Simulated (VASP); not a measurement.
A run of VASP 6.6.1:

File INCAR:

```
SYSTEM = CaH4
PREC = Accurate
ENCUT = 900
EDIFF = 1E-6
ISMEAR = -1
SIGMA = 0.05
LREAL = .False.
LASPH = .True.
NELM = 60
ALGO = Normal
ISIF = 3
LWAVE = .False.
LCHARG = .False.
GGA = PE
IBRION = 2
NSW = 40
EDIFFG = -0.02
```

File KPOINTS:

```
regular mesh
0
Gamma
  5 5 5
  0 0 0
```

POSCAR

```
CaH4
1.0
    4.1679800000      0.0000000000      0.0000000000
    0.0000000000      4.1679800000      0.0000000000
    0.0000000000      0.0000000000      4.1679800000
Ca H
1 4
Direct
    0.0000000000      0.0000000000      0.0000000000
    0.5000000000      0.0000000000      0.0000000000
    0.0000000000      0.5000000000      0.0000000000
    0.0000000000      0.0000000000      0.5000000000
    0.5000000000      0.5000000000      0.5000000000
```

Potentials or basis: VASP PAW PBE potentials, release 64 (Ca_sv_GW, H_GW).

Launch:

```sh
$ cat potpaw_PBE.64/Ca_sv_GW/POTCAR potpaw_PBE.64/H_GW/POTCAR > POTCAR
$ mpirun -np 1 vasp_std > vasp.out
```

Hardware: 1 thread of Intel(R) Xeon(R) Platinum 8259CL CPU @ 2.50GHz (Skylake/Cascade Lake) (shared host).

Task: Estimate the wall time of this run.

Result: It took 54 s on 1 thread of Intel(R) Xeon(R) Platinum 8259CL CPU @ 2.50GHz (Skylake/Cascade Lake) (shared host), peak memory 0.25 GiB. Counts: scf iterations 14, k points 10, ion steps 1.
